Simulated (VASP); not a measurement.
The input files of a VASP run:

### KPOINTS
```
Automatic mesh
0
Gamma
10 10 5
0 0 0
```

### INCAR
```
SYSTEM = CuF
PREC = Accurate
ENCUT = 520
EDIFF = 1E-6
NELM = 100
ALGO = Normal
LREAL = .FALSE.
LASPH = .TRUE.
ISMEAR = 1
SIGMA = 0.1
METAGGA = R2SCAN
LMIXTAU = .TRUE.
LMAXMIX = 4
LWAVE = .FALSE.
LCHARG = .FALSE.
IBRION = 2
ISIF = 3
NSW = 60
EDIFFG = -0.02
```

**POSCAR**
```
CuF
1
    3.1424377841    -0.0000000000     0.0000000000
   -1.5712188921     2.7214309246    -0.0000000000
    0.0000000000     0.0000000000     5.3412128805
Cu F
2 2
Direct
  0.0000000000   0.0000000000   0.0000000000
  0.0000000000   0.0000000000   0.5000000000
  0.3333330000   0.6666670000   0.2500000000
  0.6666670000   0.3333330000   0.7500000000
```

POTCAR, in this order: Cu F (PBE.64 set). Program: vasp_std.

Problem. Write an equivalent input for Ansatz.

Solution. One equivalent input (not run):
Ansatz 0.2 input:
```yaml
crystal:
  lattice:
    - [3.1424378, 0.0000000, 0.0000000]
    - [-1.5712189, 2.7214309, 0.0000000]
    - [0.0000000, 0.0000000, 5.3412129]
  atoms:
    - { symbol: Cu, position: [0.0000000, 0.0000000, 0.0000000] }
    - { symbol: Cu, position: [0.0000000, 0.0000000, 0.5000000] }
    - { symbol: F, position: [0.3333330, 0.6666670, 0.2500000] }
    - { symbol: F, position: [0.6666670, 0.3333330, 0.7500000] }
kpoints:
  mp_grid: { grid: [10, 10, 5] }
hamiltonian:
  xc: r2scan
  pseudopotentials: { kind: paw }
scf:
  occupations: { method: methfessel_paxton, width: 0.1 }
  max_iter: 100
relax:
  max_steps: 60
  f_tol: 0.02
  cell: {}
output: { forces: true, stress: true, eigenvalues: true }
```
Limits of the translation: each code has its own PAW files, so the cut-off isn't converted (ENCUT is set for VASP's; basis.ecutwfc is left out, and Ansatz then takes the one that its files recommend); Ansatz stops its SCF on the density residual and VASP on the energy change (EDIFF).

The structure was generated: CuF was put into the NiAs type type (P6_3/mmc), which need not be its known phase. This run relaxes it. Symmetry was kept, so distortions that lower it aren't found. The start is the result of an earlier pass.
